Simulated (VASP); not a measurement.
Here is the system:

```yaml
crystal:
  lattice:
    - [0.00000, 3.43626, 3.43626]
    - [3.43626, 0.00000, 3.43626]
    - [3.43626, 3.43626, 0.00000]
  atoms:
    - { symbol: Mg, position: [0.25000, 0.25000, 0.25000] }
    - { symbol: Mg, position: [0.75000, 0.75000, 0.75000] }
    - { symbol: Sn, position: [0.00000, 0.00000, 0.00000] }
```

Method: PW91 GGA, VASP's PBE PAW potentials (set 64) (plane waves; VASP). Numerical set-up: 520 eV cut-off, 8×8×8 Γ-centred mesh, first-order Methfessel-Paxton smearing of 0.10 eV, potentials Mg Sn_d.

Unless said otherwise, spin-orbit coupling is left out, though it shifts the bands of the heavy elements here.

Problem. What does the run give for the energy per atom (σ→0), pressure, band gap (on the k-mesh) with the smallest direct gap where there is one?

Solution. 
- band gap (on the k-mesh): none (metal, semimetal or under 0.01 eV)
- energy per atom (σ→0): -2.493 eV/atom
- pressure: -1.19 GPa

The compound is Mg2Sn in the antifluorite structure. This cell is one point of a volume scan, at 1.03 of the reference volume.
